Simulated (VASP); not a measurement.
These are PBE GGA, VASP's PBE PAW potentials (set 64) (plane waves; VASP) values and carry that method's errors.

VASP input:

INCAR:
```
SYSTEM = CdSe
PREC = Accurate; ENCUT = 480; LREAL = F
LASPH = T
EDIFF = 1E-6; NELM = 100; ALGO = Normal
LMAXMIX = 4
ISMEAR = 0; SIGMA = 0.05
GGA = PE
IBRION = 2; NSW = 60; ISIF = 3
EDIFFG = -0.01
LWAVE = F; LCHARG = F
```

### KPOINTS
```
kpoints
0
gamma
 7 7 7
```

File POSCAR:
```
CdSe
1.0
  0.0000000000   3.1010968700   3.1010968700
  3.1010968700   0.0000000000   3.1010968700
  3.1010968700   3.1010968700   0.0000000000
Cd Se
1 1
Direct
  0.0000000000   0.0000000000   0.0000000000
  0.7500000000   0.7500000000   0.7500000000
```

POTCAR, in this order: Cd Se (PBE.64 set). Program: vasp_std.

What VASP printed:

**OSZICAR**
```
       N       E                     dE             d eps       ncg     rms          rms(c)
DAV:   1     0.104687633643E+03    0.10469E+03   -0.85033E+03   520   0.116E+03
DAV:   2    -0.119474458887E+01   -0.10588E+03   -0.10150E+03   585   0.279E+02
DAV:   3    -0.585736256421E+01   -0.46626E+01   -0.46481E+01   620   0.614E+01
DAV:   4    -0.588387362038E+01   -0.26511E-01   -0.26506E-01   565   0.447E+00
DAV:   5    -0.588403682393E+01   -0.16320E-03   -0.16320E-03   620   0.327E-01    0.574E+00
DAV:   6    -0.551732570827E+01    0.36671E+00   -0.69775E-01   667   0.105E+01    0.455E+00
DAV:   7    -0.549718700370E+01    0.20139E-01   -0.15681E-01   570   0.298E+00    0.202E+00
DAV:   8    -0.549801008935E+01   -0.82309E-03   -0.13648E-02   535   0.170E+00    0.235E-01
DAV:   9    -0.549817647017E+01   -0.16638E-03   -0.19260E-03   605   0.631E-01    0.480E-02
DAV:  10    -0.549825353872E+01   -0.77069E-04   -0.22175E-04   550   0.211E-01    0.464E-02
DAV:  11    -0.549830259962E+01   -0.49061E-04   -0.87605E-05   520   0.727E-02    0.149E-02
DAV:  12    -0.549830118286E+01    0.14168E-05   -0.73999E-06   605   0.381E-02    0.467E-03
DAV:  13    -0.549830194240E+01   -0.75954E-06   -0.24489E-06   527   0.112E-02
   1 F= -.54983019E+01 E0= -.54983019E+01  d E =-.549830E+01
       N       E                     dE             d eps       ncg     rms          rms(c)
DAV:   1    -0.549912449404E+01   -0.82331E-03   -0.16769E-02   575   0.170E+00    0.211E-01
DAV:   2    -0.549841884750E+01    0.70565E-03   -0.17932E-03   570   0.654E-01    0.696E-02
DAV:   3    -0.549834075807E+01    0.78089E-04   -0.20451E-04   550   0.160E-01    0.611E-02
DAV:   4    -0.549832911834E+01    0.11640E-04   -0.13473E-05   545   0.347E-02    0.102E-02
DAV:   5    -0.549832786041E+01    0.12579E-05   -0.25804E-06   425   0.233E-02    0.334E-03
DAV:   6    -0.549832773983E+01    0.12057E-06   -0.44548E-07   280   0.938E-03
   2 F= -.54983277E+01 E0= -.54983277E+01  d E =-.257974E-04
```

File OUTCAR:
```
------------------------ aborting loop because EDIFF is reached ----------------------------------------
  FORCE on cell =-STRESS in cart. coord.  units (eV):
  Direction    XX          YY          ZZ          XY          YZ          ZX
  --------------------------------------------------------------------------------------
  Total       -0.0043045     -0.0043045     -0.0043045      0.0000000      0.0000000      0.0000000
  in kB       -0.1153733     -0.1153733     -0.1153733      0.0000000      0.0000000      0.0000000
  external PRESSURE =      -0.1153733 kB  Pullay stress =       0.0000000 kB
  volume of cell :       59.78
      direct lattice vectors                 reciprocal lattice vectors
    -0.000000000  3.103355120  3.103355120    -0.161115947  0.161115947  0.161115947
     3.103355120 -0.000000000  3.103355120     0.161115947 -0.161115947  0.161115947
     3.103355120  3.103355120 -0.000000000     0.161115947  0.161115947 -0.161115947
  FREE ENERGIE OF THE ION-ELECTRON SYSTEM (eV)
  ---------------------------------------------------
  free  energy   TOTEN  =        -5.4983277398 eV

  energy  without entropy=       -5.4983277398  energy(sigma->0) =       -5.49832774

 reached required accuracy - stopping structural energy minimisation
```
(Selected blocks of OUTCAR.)

**CONTCAR**
```
CdSe
   1.00000000000000
    -0.0000000000000000    3.1033551201163214    3.1033551201163214
     3.1033551201163214   -0.0000000000000000    3.1033551201163214
     3.1033551201163214    3.1033551201163214   -0.0000000000000000
  Cd              Se
     1     1
Direct
     1.0000000000000000    0.0000000000000000    0.0000000000000000
     0.7500000000000000    0.7500000000000000    0.7500000000000000
```

File OUTCAR:
```
 val. band max:        0.4792345231   @ k =   0.0000   0.0000   0.0000

 cond. band min:       0.9612644185   @ k =   0.0000   0.0000   0.0000


 Fermi energy:         0.6876596209

 k-point     1 :       0.0000    0.0000    0.0000
  band No.  band energies     occupation
      1     -11.7919      2.00000
      2      -7.2712      2.00000
      3      -7.2712      2.00000
      4      -7.2712      2.00000
      5      -6.9586      2.00000
      6      -6.9586      2.00000
      7       0.4792      2.00000
      8       0.4792      2.00000
      9       0.4792      2.00000
     10       0.9613      0.00000
     11       6.4056      0.00000
     12       6.4056      0.00000
     13       6.4056      0.00000

 k-point     2 :       0.1429    0.0000    0.0000
  band No.  band energies     occupation
      1     -11.7322      2.00000
      2      -7.2528      2.00000
      3      -7.2528      2.00000
      4      -7.2125      2.00000
      5      -6.9593      2.00000
      6      -6.9593      2.00000
      7      -0.8882      2.00000
      8       0.3377      2.00000
      9       0.3377      2.00000
     10       2.0966      0.00000
     11       6.1535      0.00000
     12       6.6402      0.00000
     13       6.6402      0.00000

 k-point     3 :       0.2857    0.0000    0.0000
  band No.  band energies     occupation
      1     -11.5965      2.00000
      2      -7.2165      2.00000
      3      -7.2165      2.00000
      4      -7.0197      2.00000
      5      -6.9543      2.00000
      6      -6.9543      2.00000
      7      -2.3860      2.00000
      8       0.0499      2.00000
      9       0.0499      2.00000
     10       2.7417      0.00000
     11       6.5549      0.00000
     12       6.9318      0.00000
     13       6.9318      0.00000

 k-point     4 :       0.4286    0.0000    0.0000
  band No.  band energies     occupation
      1     -11.4866      2.00000
      2      -7.1945      2.00000
      3      -7.1945      2.00000
...
```

The compound is CdSe in the zinc blende structure, whereas wurtzite is the usual form. This run relaxes it. Symmetry was kept, so distortions that lower it aren't found. The start is the result of an earlier pass.
